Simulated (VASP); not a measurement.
Method: PBE GGA with D3 dispersion (Becke-Johnson damping), VASP's PBE PAW potentials (set 64) (plane waves; VASP).

VASP ran on this input.

File POSCAR:
```
MgH2
1
    4.4719539828     0.0000000000     0.0000000000
    0.0000000000     4.4719539828     0.0000000000
    0.0000000000     0.0000000000     3.0115549450
Mg H
2 4
Direct
  0.0000000000   0.0000000000   0.0000000000
  0.5000000000   0.5000000000   0.5000000000
  0.3039143164   0.3039143164   0.0000000000
  0.8039143164   0.1960856836   0.5000000000
  0.1960856836   0.8039143164   0.5000000000
  0.6960856836   0.6960856836   0.0000000000
```

**KPOINTS**
```
Regular mesh
0
Gamma
5 5 7
```

**INCAR**
```
SYSTEM=MgH2
PREC=Accurate; ENCUT=520; LREAL=.FALSE.
LASPH=.TRUE.
EDIFF=1E-7; NELM=100; ALGO=Normal
ISMEAR=0; SIGMA=0.05
GGA=PE; IVDW=12
IBRION=2; NSW=30; ISIF=4
EDIFFG=-0.01
LWAVE=.FALSE.; LCHARG=.FALSE.
```

POTCAR, in this order: Mg H (PBE.64 set). Program: vasp_std.

Output

OUTCAR:
```
 ion  position               nearest neighbor table
   1  0.000  0.000  0.000-   3 1.92   6 1.92   5 1.95   4 1.95   4 1.95   5 1.95   2 3.50   2 3.50
                             2 3.50   2 3.50   2 3.50   2 3.50   2 3.50   2 3.50
   2  0.500  0.500  0.500-   4 1.92   5 1.92   3 1.95   6 1.95   3 1.95   6 1.95   1 3.50   1 3.50
                             1 3.50   1 3.50   1 3.50   1 3.50   1 3.50   1 3.50
   3  0.304  0.304  0.000-   1 1.92   2 1.95   2 1.95
   4  0.804  0.196  0.500-   2 1.92   1 1.95   1 1.95
   5  0.196  0.804  0.500-   2 1.92   1 1.95   1 1.95
   6  0.696  0.696  0.000-   1 1.92   2 1.95   2 1.95
  LATTYP: Found a simple tetragonal cell.
 ALAT       =     4.4719539828
 C/A-ratio  =     0.6734315596
 Subroutine PRICEL returns:
 Original cell was already a primitive cell.
 Subroutine GETGRP returns: Found 16 space group operations
The static configuration has the point symmetry D_2h.
 The point group associated with its full space group is D_4h.
The dynamic configuration has the point symmetry D_2h.
 Subroutine INISYM returns: Found 16 space group operations
 Subroutine IBZKPT returns following result:
 Found     24 irreducible k-points:

 Following reciprocal coordinates:
            Coordinates               Weight
  0.000000  0.000000  0.000000      1.000000
  0.200000  0.000000  0.000000      4.000000
  0.400000  0.000000  0.000000      4.000000
  0.200000  0.200000  0.000000      4.000000
  0.400000  0.200000  0.000000      8.000000
  0.400000  0.400000  0.000000      4.000000
  0.000000  0.000000  0.142857      2.000000
  0.200000  0.000000  0.142857      8.000000
  0.400000  0.000000  0.142857      8.000000
  0.200000  0.200000  0.142857      8.000000
  0.400000  0.200000  0.142857     16.000000
  0.400000  0.400000  0.142857      8.000000
  0.000000  0.000000  0.285714      2.000000
  0.200000  0.000000  0.285714      8.000000
  0.400000  0.000000  0.285714      8.000000
  0.200000  0.200000  0.285714      8.000000
...
```

OSZICAR:
```
       N       E                     dE             d eps       ncg     rms          rms(c)
DAV:   1     0.227128243971E+01    0.22713E+01   -0.31261E+03   384   0.748E+02
DAV:   2    -0.181561164948E+02   -0.20427E+02   -0.19976E+02   536   0.820E+01
DAV:   3    -0.188967584665E+02   -0.74064E+00   -0.74064E+00   536   0.220E+01
DAV:   4    -0.188981157582E+02   -0.13573E-02   -0.13573E-02   544   0.991E-01
DAV:   5    -0.188981225893E+02   -0.68311E-05   -0.68311E-05   552   0.499E-02    0.657E+00
DAV:   6    -0.179694277907E+02    0.92869E+00   -0.72262E-01   384   0.512E+00    0.339E+00
DAV:   7    -0.176415437519E+02    0.32788E+00   -0.98274E-01   408   0.648E+00    0.495E-01
DAV:   8    -0.176502576410E+02   -0.87139E-02   -0.18908E-02   416   0.109E+00    0.978E-02
DAV:   9    -0.176500801343E+02    0.17751E-03   -0.81274E-04   552   0.206E-01    0.190E-02
DAV:  10    -0.176500992169E+02   -0.19083E-04   -0.39077E-05   464   0.551E-02    0.109E-02
DAV:  11    -0.176500976195E+02    0.15974E-05   -0.66838E-06   488   0.138E-02    0.173E-03
DAV:  12    -0.176500976199E+02   -0.42206E-09   -0.18687E-07   448   0.367E-03
   1 F= -.18473889E+02 E0= -.18473889E+02  d E =-.184739E+02
       N       E                     dE             d eps       ncg     rms          rms(c)
DAV:   1    -0.176503584733E+02   -0.26085E-03   -0.29300E-03   448   0.433E-01    0.213E-02
DAV:   2    -0.176503541759E+02    0.42974E-05   -0.20436E-05   448   0.400E-02    0.127E-02
DAV:   3    -0.176503516943E+02    0.24816E-05   -0.85226E-06   488   0.167E-02    0.113E-03
DAV:   4    -0.176503517175E+02   -0.23293E-07   -0.14345E-07   424   0.321E-03
   2 F= -.18474101E+02 E0= -.18474101E+02  d E =-.212614E-03
       N       E                     dE             d eps       ncg     rms          rms(c)
DAV:   1    -0.176506373497E+02   -0.28566E-03   -0.10618E-02   448   0.825E-01    0.406E-02
DAV:   2    -0.176506213245E+02    0.16025E-04   -0.74285E-05   448   0.762E-02    0.242E-02
DAV:   3    -0.176506119255E+02    0.93990E-05   -0.31161E-05   472   0.320E-02    0.215E-03
DAV:   4    -0.176506120447E+02   -0.11917E-06   -0.53093E-07   440   0.617E-03    0.108E-03
DAV:   5    -0.176506120672E+02   -0.22531E-07   -0.57193E-08   232   0.177E-03
   3 F= -.18474283E+02 E0= -.18474283E+02  d E =-.393939E-03
```

File OUTCAR:
```
------------------------ aborting loop because EDIFF is reached ----------------------------------------
 Edisp (eV)   -0.82367
  FORCE on cell =-STRESS in cart. coord.  units (eV):
  Direction    XX          YY          ZZ          XY          YZ          ZX
  --------------------------------------------------------------------------------------
  Total      -0.56635    -0.56635    -0.59258    -0.00000     0.00000     0.00000
  in kB     -15.06630   -15.06630   -15.76412    -0.00000     0.00000     0.00000
  external pressure =      -15.30 kB  Pullay stress =        0.00 kB
  volume of cell :       60.23
      direct lattice vectors                 reciprocal lattice vectors
     4.478400103  0.000000000  0.000000000     0.223294028 -0.000000000  0.000000000
     0.000000000  4.478400103  0.000000000    -0.000000000  0.223294028  0.000000000
     0.000000000  0.000000000  3.002891640     0.000000000  0.000000000  0.333012349
 POSITION                                       TOTAL-FORCE (eV/Angst)
 -----------------------------------------------------------------------------------
      0.00000      0.00000      0.00000         0.000000      0.000000      0.000000
      2.23920      2.23920      1.50145         0.000000      0.000000      0.000000
      1.36292      1.36292      0.00000        -0.001531     -0.001531      0.000000
      3.60212      0.87628      1.50145        -0.001531      0.001531     -0.000000
      0.87628      3.60212      1.50145         0.001531     -0.001531      0.000000
      3.11548      3.11548      0.00000         0.001531      0.001531     -0.000000
 -----------------------------------------------------------------------------------
    total drift:                                0.000000      0.000000     -0.000000
  FREE ENERGIE OF THE ION-ELECTRON SYSTEM (eV)
  ---------------------------------------------------
  free  energy   TOTEN  =       -18.4742825414 eV

  energy  without entropy=      -18.4742825414  energy(sigma->0) =      -18.47428254

 reached required accuracy - stopping structural energy minimisation
```
(Selected blocks of OUTCAR.)

CONTCAR:
```
MgH2
   1.00000000000000
     4.4784001030043763    0.0000000000000000    0.0000000000000000
     0.0000000000000000    4.4784001030043763    0.0000000000000000
     0.0000000000000000    0.0000000000000000    3.0028916395786922
  Mg              H
     2     4
Direct
     0.0000000000000000    0.0000000000000000    0.0000000000000000
     0.5000000000000000    0.5000000000000000    0.5000000000000000
     0.3043324636560596    0.3043324636560596    0.0000000000000000
     0.8043324636560596    0.1956675363439404    0.5000000000000000
     0.1956675363439404    0.8043324636560596    0.5000000000000000
     0.6956675363439404    0.6956675363439404    0.0000000000000000
```

The compound is MgH2 in the rutile structure. This cell is one point of a volume scan, at 1.03 of the reference volume. Symmetry was kept, so distortions that lower it aren't found.
